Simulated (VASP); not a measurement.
The system is Be3ZnTe4.

```
CELL_PARAMETERS angstrom
6.10051 0.00000 0.00000
-3.05026 5.28320 0.00000
0.00000 0.00000 5.68913
ATOMIC_POSITIONS crystal
Be 0.50000 0.00000 0.50000
Be 0.00000 0.50000 0.50000
Be 0.50000 0.50000 0.50000
Zn 0.00000 0.00000 0.00000
Te 0.50000 0.00000 0.00000
Te 0.00000 0.50000 0.00000
Te 0.50000 0.50000 0.00000
Te 0.00000 0.00000 0.50000
```

The cell was built by a generator and needn't be a form met in nature.

```yaml
Program: VASP 6.6.1
Task: relaxation of cell and atoms
Functional: PBE
Potentials_or_basis: VASP PAW PBE potentials, release 64 (Be, Zn, Te)
Cutoff: 520 eV
k_mesh: 3 × 3 × 3
Occupations: gaussian, width 0.15 eV
Spin: no spin polarisation
```

At the start: pressure -3.1 GPa; volume 22.92 Å³/atom.

Task: Where does the relaxation end?

Result: Over 7 steps the energy falls by 88.0 meV/atom and the volume is 22.04 Å³/atom (-3.8 %); space group P6/mmm (No. 191, to 0.05 Å).

Step by step:
| step | energy change (eV) | largest force (eV/Å) | pressure (GPa) | volume (Å³) |
| --- | --- | --- | --- | --- |
| 1 | 0.0000 | 0.0000 | -3.14 | 183.36 |
| 2 | -0.5079 | 0.0000 | 0.00 | 171.41 |
| 3 | -0.5549 | 0.0000 | 1.51 | 167.51 |
| 4 | -0.5562 | 0.0000 | 2.27 | 166.31 |
| 5 | -0.6698 | 0.0000 | 1.17 | 171.49 |
| 6 | -0.6778 | 0.0000 | -0.37 | 179.58 |
| 7 | -0.7039 | 0.0000 | -0.24 | 176.32 |

Final structure:
```
Be Zn Te
1.0
     6.37019    0.00000    0.00000
    -3.18510    5.51675    0.00000
     0.00000    0.00000    5.01712
Be Zn Te
3 1 4
Direct
  0.50000 0.00000 0.50000
  0.00000 0.50000 0.50000
  0.50000 0.50000 0.50000
  0.00000 0.00000 0.00000
  0.50000 0.00000 0.00000
  0.00000 0.50000 0.00000
  0.50000 0.50000 0.00000
  0.00000 0.00000 0.50000
```

Caveat: the k mesh is coarse (spacing up to 0.40 Å⁻¹), so the values aren't converged.
